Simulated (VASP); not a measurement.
Consider the following.

```
CELL_PARAMETERS angstrom
      0.00000     3.00278     3.00278
      3.00278     0.00000     3.00278
      3.00278     3.00278     0.00000
ATOMIC_POSITIONS crystal
  Hf 0.00000 0.00000 0.00000
  As 0.25000 0.25000 0.25000
```

All values below come from PBE GGA, VASP's PBE PAW potentials (set 64) (plane waves; VASP). Settings: 400 eV cut-off, 12×12×12 Γ-centred mesh, tetrahedra with Blöchl corrections, potentials Hf_pv As.

Unless said otherwise, spin-orbit coupling is left out, though it shifts the bands of the heavy elements here.

What does the run give for the energy per atom (σ→0), band gap (on the k-mesh) with the smallest direct gap where there is one?

```
Item                                                         Value
------------------------  ----------------------------------------
band gap (on the k-mesh)  none (metal, semimetal or under 0.01 eV)
energy per atom (σ→0)                               -7.613 eV/atom
```

The absolute energy has meaning only against runs of the same code, potentials and settings.

The structure was generated: HfAs was put into the zinc blende type (F-43m), which need not be its known phase. It was relaxed first, which changed the volume by -31 %. The electron count is odd and the run is not spin-polarised, which forces a metal.
